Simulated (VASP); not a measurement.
Given:

```xyz
2
Lattice="0.0000 2.3881 2.3881 2.3881 0.0000 2.3881 2.3881 2.3881 0.0000" Properties=species:S:1:pos:R:3 pbc="T T T"
B      0.0000     0.0000     0.0000
As     1.1941     1.1941     1.1941
```

Computed with MS2 meta-GGA, VASP's PBE PAW potentials (set 64) (plane waves; VASP 6.6.1). Numerical set-up: 520 eV cut-off, 11×11×11 Γ-centred mesh, tetrahedra with Blöchl corrections, potentials B As.

### Question
Predict the energy per atom (σ→0), band gap (over mesh and band path) with the smallest direct gap where there is one.

### Answer

```
Item                                                   Result
---------------------------------------------  --------------
band gap (over mesh and band path)                    1.54 eV
smallest direct gap (over mesh and band path)         3.90 eV
energy per atom (σ→0)                          -7.105 eV/atom
```

The compound is BAs in the zinc blende structure. It was relaxed first.
